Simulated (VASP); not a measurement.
Output of a VASP run:

**OSZICAR**
```
       N       E                     dE             d eps       ncg     rms          rms(c)
DAV:   1     0.428858506706E+03    0.42886E+03   -0.23381E+04  1000   0.208E+03
DAV:   2    -0.216296296804E+02   -0.45049E+03   -0.43735E+03  1201   0.518E+02
DAV:   3    -0.575635693908E+02   -0.35934E+02   -0.35781E+02  1219   0.159E+02
DAV:   4    -0.584280153263E+02   -0.86445E+00   -0.86354E+00  1703   0.224E+01
DAV:   5    -0.584390298116E+02   -0.11014E-01   -0.11010E-01  1240   0.199E+00    0.121E+01
DAV:   6    -0.479762131768E+02    0.10463E+02   -0.41749E+00  1575   0.393E+01    0.835E+00
DAV:   7    -0.465745351083E+02    0.14017E+01   -0.46676E+00  1569   0.248E+01    0.417E+00
DAV:   8    -0.511568346356E+02   -0.45823E+01   -0.20045E+00  1509   0.302E+01    0.197E+00
DAV:   9    -0.455034258975E+02    0.56534E+01   -0.90065E-01  1547   0.202E+01    0.110E+00
DAV:  10    -0.463296853272E+02   -0.82626E+00   -0.55947E-01  1026   0.619E+00    0.593E-01
DAV:  11    -0.462878783864E+02    0.41807E-01   -0.23227E-02  1117   0.179E+00    0.356E-01
DAV:  12    -0.463153347272E+02   -0.27456E-01   -0.52550E-03  1564   0.177E+00    0.142E-01
DAV:  13    -0.463321221642E+02   -0.16787E-01   -0.99938E-03  1184   0.171E+00    0.411E-02
DAV:  14    -0.463325743584E+02   -0.45219E-03   -0.77616E-04  1359   0.245E-01    0.483E-02
DAV:  15    -0.463328607012E+02   -0.28634E-03   -0.44231E-05  1142   0.133E-01    0.575E-02
DAV:  16    -0.463325851151E+02    0.27559E-03   -0.31152E-04  1082   0.200E-01    0.295E-02
DAV:  17    -0.463324696191E+02    0.11550E-03   -0.12291E-03  1016   0.407E-01    0.915E-02
DAV:  18    -0.463328299980E+02   -0.36038E-03   -0.11194E-04  1209   0.156E-01    0.697E-02
DAV:  19    -0.463330567543E+02   -0.22676E-03   -0.29136E-04  1019   0.158E-01    0.283E-02
DAV:  20    -0.463330764696E+02   -0.19715E-04   -0.26106E-05  1038   0.906E-02    0.173E-02
DAV:  21    -0.463330753877E+02    0.10818E-05   -0.21894E-06  1623   0.223E-02    0.180E-02
DAV:  22    -0.463330738174E+02    0.15704E-05   -0.46179E-07  1082   0.914E-03    0.204E-02
DAV:  23    -0.463330912035E+02   -0.17386E-04   -0.93506E-06  1190   0.562E-02    0.513E-03
DAV:  24    -0.463331011156E+02   -0.99121E-05   -0.44998E-06  1431   0.288E-02    0.285E-03
DAV:  25    -0.463330961450E+02    0.49706E-05   -0.88980E-07  1063   0.169E-02    0.710E-04
DAV:  26    -0.463330961244E+02    0.20642E-07   -0.38552E-08   566   0.170E-03
   1 F= -.46333096E+02 E0= -.46333096E+02  d E =-.309059E-13
```

OUTCAR:
```
------------------------ aborting loop because EDIFF is reached ----------------------------------------
  FORCE on cell =-STRESS in cart. coord.  units (eV):
  Direction    XX          YY          ZZ          XY          YZ          ZX
  --------------------------------------------------------------------------------------
  Total        1.3348730      1.3348730      1.3348730      0.0000000     -0.0000000      0.0000000
  in kB       33.6063366     33.6063366     33.6063366      0.0000000     -0.0000000      0.0000000
  external PRESSURE =      33.6063366 kB  Pullay stress =       0.0000000 kB
  volume of cell :       63.64
      direct lattice vectors                 reciprocal lattice vectors
     3.992483378  0.000000000  0.000000000     0.250470673  0.000000000  0.000000000
     0.000000000  3.992483378  0.000000000     0.000000000  0.250470673  0.000000000
     0.000000000  0.000000000  3.992483378     0.000000000  0.000000000  0.250470673
 POSITION                                       TOTAL-FORCE (eV/Angst)
 -----------------------------------------------------------------------------------
      0.00000      0.00000      0.00000         0.000000      0.000000      0.000000
      1.99624      1.99624      1.99624         0.000000      0.000000      0.000000
      1.99624      0.00000      1.99624         0.000000      0.000000      0.000000
      0.00000      1.99624      1.99624         0.000000      0.000000      0.000000
      1.99624      1.99624      0.00000         0.000000      0.000000      0.000000
 -----------------------------------------------------------------------------------
    total drift:                                0.000000      0.000000     -0.000000
  FREE ENERGIE OF THE ION-ELECTRON SYSTEM (eV)
  ---------------------------------------------------
  free  energy   TOTEN  =       -46.3330961244 eV

  energy  without entropy=      -46.3330961244  energy(sigma->0) =      -46.33309612
```
(Selected blocks of OUTCAR.)

**POSCAR**
```
KZnF3
1
    3.9924833777     0.0000000000     0.0000000000
    0.0000000000     3.9924833777     0.0000000000
    0.0000000000     0.0000000000     3.9924833777
K Zn F
1 1 3
Direct
  0.0000000000   0.0000000000   0.0000000000
  0.5000000000   0.5000000000   0.5000000000
  0.5000000000   0.0000000000   0.5000000000
  0.0000000000   0.5000000000   0.5000000000
  0.5000000000   0.5000000000   0.0000000000
```

Task: Reconstruct the remaining input files.

Result: This is not unique; one that fits is the input of the run itself, SCAN meta-GGA, plane waves, VASP's PBE PAW potentials (set 64).

### KPOINTS
```
Automatic mesh
0
Gamma
6 6 6
0 0 0
```

INCAR:
```
SYSTEM = KZnF3
PREC = Accurate
ENCUT = 520
EDIFF = 1E-7
NELM = 100
ALGO = Normal
LREAL = .FALSE.
LASPH = .TRUE.
ISMEAR = 0
SIGMA = 0.05
METAGGA = SCAN
LMIXTAU = .TRUE.
LMAXMIX = 4
LWAVE = .FALSE.
LCHARG = .FALSE.
ISIF = 2
```

POTCAR, in this order: K_sv Zn F (PBE.64 set). Program: vasp_std.

The compound is KZnF3 in the cubic perovskite structure. This cell is one point of a volume scan, at 0.97 of the reference volume.
